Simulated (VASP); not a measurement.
Here is the system:

```yaml
crystal:
  lattice:
    - [0.00000, 2.65578, 2.65578]
    - [2.65578, 0.00000, 2.65578]
    - [2.65578, 2.65578, 0.00000]
  atoms:
    - { symbol: K, position: [0.00000, 0.00000, 0.00000] }
    - { symbol: F, position: [0.50000, 0.50000, 0.50000] }
```

The numbers are results of PBEsol GGA, VASP's PBE PAW potentials (set 64) (plane waves; VASP), not measurements. Numerical set-up: 600 eV cut-off, 8×8×8 Γ-centred mesh, Gaussian smearing of 0.050 eV, potentials K_sv F.

**Question.** Estimate the energy per atom (σ→0), band gap (on the k-mesh) with the smallest direct gap where there is one.

**Answer.** 
| Item | Result |
|---|---|
| band gap (on the k-mesh) | 6.12 eV |
| smallest direct gap (on the k-mesh) | 6.12 eV |
| energy per atom (σ→0) | -4.261 eV/atom |

The absolute energy has meaning only against runs of the same code, potentials and settings.

The compound is KF in the rock salt structure. It was relaxed first.
